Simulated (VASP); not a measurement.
A convergence study with VASP on BeSe (zinc blende): one setting is varied, all else stays as given below, so the limit is that of these other settings.

```
BeSe
1.0
    0.00000     2.57000     2.57000
    2.57000     0.00000     2.57000
    2.57000     2.57000     0.00000
Be Se
1 1
Direct
  0.00000   0.00000   0.00000
  0.25000   0.25000   0.25000
```

Level of theory: PBE GGA, VASP's PBE PAW potentials (set 64) (plane waves; VASP). The tightest run used: 550 eV cut-off, 18×18×18 Γ-centred mesh, Gaussian smearing of 0.050 eV, potentials Be Se.

```
setting     E (eV/atom)  pressure (GPa)  irreducible k-points
----------  -----------  --------------  --------------------
1×1×1 mesh       3.2494           75.59                     1
2×2×2 mesh      -3.5965           11.62                     3
3×3×3 mesh      -4.2822            3.89                     4
4×4×4 mesh      -4.3950            2.43                     8
```

Question: These are the cheaper rows. Estimate the results at 18×18×18 mesh, and how far the last row shown lies from them.

Answer: 
```json
[
 {"quantity": "E (eV/atom)", "tightest run": "-4.4273", "last row shown is off by": "0.0323"},
 {"quantity": "pressure (GPa)", "tightest run": "1.92", "last row shown is off by": "0.51"}
]
```

Left out are rungs that failed or repeat a setting and relaxations that didn't move; long series are thinned to 24 rows.

The compound is BeSe in the zinc blende structure. The cell was not relaxed at this level.
